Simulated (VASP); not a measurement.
Computed with vdW-DF-cx, VASP's PBE PAW potentials (set 64) (plane waves; VASP).

VASP ran on this input.

### POSCAR
```
Gd
1.0
  1.8011589194  -3.1196985545   0.0000000000
  1.8011589194   3.1196985545   0.0000000000
  0.0000000000   0.0000000000   5.6807915630
Gd
2
Direct
  0.3333330000   0.6666670000   0.2500000000
  0.6666670000   0.3333330000   0.7500000000
```

KPOINTS:
```
Automatic mesh
0
G
12 12 7
```

### INCAR
```
# general
SYSTEM   = Gd
PREC     = Accurate
ENCUT    = 520
LREAL    = .FALSE.
LASPH    = .TRUE.

# electronic loop
EDIFF    = 1E-7
NELM     = 100
ALGO     = Normal
LMAXMIX  = 6

# smearing
ISMEAR   = 1
SIGMA    = 0.1

# functional
GGA      = CX
LUSE_VDW = .TRUE.
AGGAC    = 0.0

# ions
IBRION   = 2
NSW      = 30
ISIF     = 4
EDIFFG   = -0.01

# output
LWAVE    = .FALSE.
LCHARG   = .FALSE.
```

POTCAR, in this order: Gd_3 (PBE.64 set). Program: vasp_std.

What VASP printed:

OUTCAR:
```
 ion  position               nearest neighbor table
   1  0.333  0.667  0.250-   2 3.52   2 3.52   2 3.52   2 3.52   2 3.52   2 3.52
   2  0.667  0.333  0.750-   1 3.52   1 3.52   1 3.52   1 3.52   1 3.52   1 3.52
  LATTYP: Found a hexagonal cell.
 ALAT       =     3.6023176600
 C/A-ratio  =     1.5769824039
 Subroutine PRICEL returns:
 Original cell was already a primitive cell.
 Subroutine GETGRP returns: Found 24 space group operations
The static configuration has the point symmetry D_3d.
 The point group associated with its full space group is D_6h.
The dynamic configuration has the point symmetry D_3d.
 Subroutine INISYM returns: Found 24 space group operations
 Subroutine IBZKPT returns following result:
 Found     76 irreducible k-points:

 Following reciprocal coordinates:
            Coordinates               Weight
  0.000000  0.000000  0.000000      1.000000
  0.083333 -0.000000  0.000000      6.000000
  0.166667 -0.000000  0.000000      6.000000
  0.250000 -0.000000  0.000000      6.000000
  0.333333  0.000000  0.000000      6.000000
  0.416667 -0.000000  0.000000      6.000000
  0.500000 -0.000000  0.000000      3.000000
...
```

**OSZICAR**
```
       N       E                     dE             d eps       ncg     rms          rms(c)
DAV:   1     0.439580557574E+02    0.43958E+02   -0.89044E+03  1976   0.123E+03
DAV:   2    -0.267037445529E+01   -0.46628E+02   -0.45591E+02  2141   0.238E+02
DAV:   3    -0.444557660357E+01   -0.17752E+01   -0.16756E+01  2716   0.276E+01
DAV:   4    -0.447873853507E+01   -0.33162E-01   -0.33008E-01  2397   0.385E+00
DAV:   5    -0.447971879973E+01   -0.98026E-03   -0.97877E-03  2986   0.496E-01    0.228E+01
DAV:   6    -0.448419555033E+01   -0.44768E-02   -0.20864E-02  2291   0.116E+00    0.136E+01
DAV:   7    -0.449511286157E+01   -0.10917E-01   -0.38355E-02  2176   0.158E+00    0.214E-01
DAV:   8    -0.449487330538E+01    0.23956E-03   -0.21554E-03  2376   0.341E-01    0.610E-02
DAV:   9    -0.449489254095E+01   -0.19236E-04   -0.21949E-04  2598   0.106E-01    0.347E-02
DAV:  10    -0.449488995678E+01    0.25842E-05   -0.35582E-05  2342   0.426E-02    0.431E-02
DAV:  11    -0.449489111936E+01   -0.11626E-05   -0.60428E-06  2346   0.167E-02    0.149E-03
DAV:  12    -0.449489124275E+01   -0.12339E-06   -0.38853E-07  2613   0.414E-03    0.376E-03
DAV:  13    -0.449489122993E+01    0.12818E-07   -0.18046E-08  1368   0.107E-03
   1 F= -.44948912E+01 E0= -.44946754E+01  d E =-.449489E+01
```

File OUTCAR:
```
------------------------ aborting loop because EDIFF is reached ----------------------------------------
  FORCE on cell =-STRESS in cart. coord.  units (eV):
  Direction    XX          YY          ZZ          XY          YZ          ZX
  --------------------------------------------------------------------------------------
  Total       -0.5186287     -0.5186286     -0.5406752      0.0000000      0.0000000      0.0000000
  in kB      -13.0155827    -13.0155810    -13.5688650      0.0000000      0.0000000      0.0000000
  external PRESSURE =     -13.2000096 kB  Pullay stress =       0.0000000 kB
  volume of cell :       63.84
      direct lattice vectors                 reciprocal lattice vectors
     1.801158919 -3.119698555  0.000000000     0.277599047 -0.160271895  0.000000000
     1.801158919  3.119698555  0.000000000     0.277599047  0.160271895  0.000000000
     0.000000000  0.000000000  5.680791563     0.000000000  0.000000000  0.176031806
 POSITION                                       TOTAL-FORCE (eV/Angst)
 -----------------------------------------------------------------------------------
      1.80116      1.03990      1.42020         0.000000     -0.000000      0.000000
      1.80116     -1.03990      4.26059        -0.000000      0.000000      0.000000
 -----------------------------------------------------------------------------------
    total drift:                                0.000000      0.000112     -0.000011
  FREE ENERGIE OF THE ION-ELECTRON SYSTEM (eV)
  ---------------------------------------------------
  free  energy   TOTEN  =        -4.4948912299 eV

  energy  without entropy=       -4.4942437287  energy(sigma->0) =       -4.49467540

 reached required accuracy - stopping structural energy minimisation
```
(Selected blocks of OUTCAR.)

The 4f electrons are frozen in the core of the lanthanide potential, so 4f levels, which can set the real gap, and their magnetism are missing.

The compound is Gd in the hcp structure. This cell is one point of a volume scan, at 1.03 of the reference volume.
